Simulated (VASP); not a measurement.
Output of a VASP run:

OUTCAR:
```
 ion  position               nearest neighbor table
   1  0.500  0.500  0.500-   2 2.48   2 2.48   2 2.48   2 2.48   2 2.48   2 2.48   2 2.48   2 2.48
  LATTYP: Found a simple cubic cell.
 ALAT       =     2.8672582374
 Subroutine PRICEL returns:
 Original cell was already a primitive cell.
 Subroutine GETGRP returns: Found 48 space group operations
The static configuration has the point symmetry O_h .
The dynamic configuration has the point symmetry O_h .
 Subroutine INISYM returns: Found 48 space group operations
 Subroutine IBZKPT returns following result:
 Found     84 irreducible k-points:

 Following reciprocal coordinates:
            Coordinates               Weight
  0.000000  0.000000  0.000000      1.000000
  0.083333  0.000000  0.000000      6.000000
  0.166667  0.000000  0.000000      6.000000
  0.250000  0.000000  0.000000      6.000000
  0.333333  0.000000  0.000000      6.000000
  0.416667  0.000000  0.000000      6.000000
  0.500000  0.000000  0.000000      3.000000
  0.083333  0.083333  0.000000     12.000000
  0.166667  0.083333  0.000000     24.000000
  0.250000  0.083333  0.000000     24.000000
  0.333333  0.083333  0.000000     24.000000
  0.416667  0.083333  0.000000     24.000000
  0.500000  0.083333  0.000000     12.000000
  0.166667  0.166667  0.000000     12.000000
  0.250000  0.166667  0.000000     24.000000
  0.333333  0.166667  0.000000     24.000000
  0.416667  0.166667  0.000000     24.000000
  0.500000  0.166667  0.000000     12.000000
  0.250000  0.250000  0.000000     12.000000
  0.333333  0.250000  0.000000     24.000000
  0.416667  0.250000  0.000000     24.000000
  0.500000  0.250000  0.000000     12.000000
  0.333333  0.333333  0.000000     12.000000
  0.416667  0.333333  0.000000     24.000000
  0.500000  0.333333  0.000000     12.000000
  0.416667  0.416667  0.000000     12.000000
  0.500000  0.416667  0.000000     12.000000
  0.500000  0.500000  0.000000      3.000000
  0.083333  0.083333  0.083333      8.000000
  0.166667  0.083333  0.083333     24.000000
  0.250000  0.083333  0.083333     24.000000
  0.333333  0.083333  0.083333     24.000000
  0.416667  0.083333  0.083333     24.000000
  0.500000  0.083333  0.083333     12.000000
  0.166667  0.166667  0.083333     24.000000
  0.250000  0.166667  0.083333     48.000000
  0.333333  0.166667  0.083333     48.000000
  0.416667  0.166667  0.083333     48.000000
  0.500000  0.166667  0.083333     24.000000
  0.250000  0.250000  0.083333     24.000000
   k-points           NKPTS =     84   k-points in BZ     NKDIM =     84   number of bands    NBANDS=      9
   number of dos      NEDOS =    301   number of ions     NIONS =      2
   total plane-waves  NPLWV =   8000
   dimension x,y,z NGX =    20 NGY =   20 NGZ =   20
   dimension x,y,z NGXF=    40 NGYF=   40 NGZF=   40
   ions per type =               1   1
   PREC   = accura    normal or accurate (medium, high low for compatibility)
   ISTART =      0    job   : 0-new  1-cont  2-samecut
   ICHARG =      2    charge: 1-file 2-atom 10-const
   ISPIN  =      1    spin polarized calculation?
   LNONCOLLINEAR =      F non collinear calculations
   LSORBIT =      F    spin-orbit coupling
   INIWAV =      1    electr: 0-lowe 1-rand  2-diag
   ENCUT  =  480.0 eV  35.28 Ry    5.94 a.u.   5.12  5.12  5.12*2*pi/ulx,y,z
   NELM   =    100;   NELMIN=  2; NELMDL= -5     # of ELM steps
   EDIFF  = 0.1E-06   stopping-criterion for ELM
   LREAL  =      F    real-space projection
   NLSPLINE    = F    spline interpolate recip. space projectors
   LMAXMIX     =    4 max onsite mixed and CHGCAR
   VOSKOWN=      0    Vosko Wilk Nusair interpolation
   EDIFFG = 0.1E-05   stopping-criterion for IOM
   NSW    =      0    number of steps for IOM
   NBLOCK =      1;   KBLOCK =      1    inner block; outer block
   IBRION =     -1    ionic relax: 0-MD 1-quasi-New 2-CG
   NFREE  =      0    steps in history (QN), initial steepest desc. (CG)
...
```

**OSZICAR**
```
       N       E                     dE             d eps       ncg     rms          rms(c)
DAV:   1     0.301587885240E+02    0.30159E+02   -0.47451E+03  1528   0.114E+03
DAV:   2    -0.134199492134E+02   -0.43579E+02   -0.41932E+02  1528   0.173E+02
DAV:   3    -0.145618606941E+02   -0.11419E+01   -0.11262E+01  1834   0.390E+01
DAV:   4    -0.145835211022E+02   -0.21660E-01   -0.21633E-01  1967   0.472E+00
DAV:   5    -0.145838128237E+02   -0.29172E-03   -0.29171E-03  1823   0.459E-01    0.139E+01
DAV:   6    -0.165773131652E+02   -0.19935E+01   -0.74505E+01  1747   0.135E+02    0.181E+01
DAV:   7    -0.126653884054E+02    0.39119E+01   -0.36849E+01  1717   0.839E+01    0.251E+00
DAV:   8    -0.126347342907E+02    0.30654E-01   -0.21553E-01  1679   0.569E+00    0.146E+00
DAV:   9    -0.126194285358E+02    0.15306E-01   -0.50786E-02  1853   0.344E+00    0.359E-01
DAV:  10    -0.126189815556E+02    0.44698E-03   -0.10263E-03  1968   0.441E-01    0.162E-01
DAV:  11    -0.126189582875E+02    0.23268E-04   -0.33458E-05  1758   0.638E-02    0.590E-03
DAV:  12    -0.126189583773E+02   -0.89795E-07   -0.93954E-07  1921   0.891E-03
   1 F= -.12618958E+02 E0= -.12618895E+02  d E =-.189099E-03
```

**OUTCAR**
```
------------------------ aborting loop because EDIFF is reached ----------------------------------------
  FORCE on cell =-STRESS in cart. coord.  units (eV):
  Direction    XX          YY          ZZ          XY          YZ          ZX
  --------------------------------------------------------------------------------------
  Total        0.0335692      0.0335692      0.0335692      0.0000000      0.0000000      0.0000000
  in kB        2.2816614      2.2816614      2.2816614      0.0000000      0.0000000      0.0000000
  external PRESSURE =       2.2816614 kB  Pullay stress =       0.0000000 kB
  volume of cell :       23.57
      direct lattice vectors                 reciprocal lattice vectors
     2.867258237  0.000000000  0.000000000     0.348765237  0.000000000  0.000000000
     0.000000000  2.867258237  0.000000000     0.000000000  0.348765237  0.000000000
     0.000000000  0.000000000  2.867258237     0.000000000  0.000000000  0.348765237
 POSITION                                       TOTAL-FORCE (eV/Angst)
 -----------------------------------------------------------------------------------
      1.43363      1.43363      1.43363         0.000000      0.000000      0.000000
      0.00000      0.00000      0.00000         0.000000      0.000000      0.000000
 -----------------------------------------------------------------------------------
    total drift:                               -0.000000      0.000000      0.000000
  FREE ENERGIE OF THE ION-ELECTRON SYSTEM (eV)
  ---------------------------------------------------
  free  energy   TOTEN  =       -12.6189583773 eV

  energy  without entropy=      -12.6187692787  energy(sigma->0) =      -12.61889534
```
(Selected blocks of OUTCAR.)

POSCAR:
```
FeAl
1
    2.8672582374     0.0000000000     0.0000000000
    0.0000000000     2.8672582374     0.0000000000
    0.0000000000     0.0000000000     2.8672582374
Al Fe
1 1
Direct
  0.5000000000   0.5000000000   0.5000000000
  0.0000000000   0.0000000000   0.0000000000
```

Reconstruct the remaining input files.

This is not unique; one that fits is the input of the run itself, PBE GGA, plane waves, VASP's PBE PAW potentials (set 64).

**INCAR**
```
SYSTEM = FeAl
PREC = Accurate; ENCUT = 480; LREAL = .FALSE.
LASPH = .TRUE.
EDIFF = 1E-7; NELM = 100; ALGO = Normal
LMAXMIX = 4
ISMEAR = 1; SIGMA = 0.1
GGA = PE
ISIF = 2
LWAVE = .FALSE.; LCHARG = .FALSE.
```

File KPOINTS:
```
K-points
0
gamma
  12 12 12
0 0 0
```

POTCAR, in this order: Al Fe (PBE.64 set). Program: vasp_std.

The compound is FeAl in the CsCl type structure. It was relaxed first. The run is not spin-polarised, so no magnetic state was tried. The electron count is odd and the run is not spin-polarised, which forces a metal.
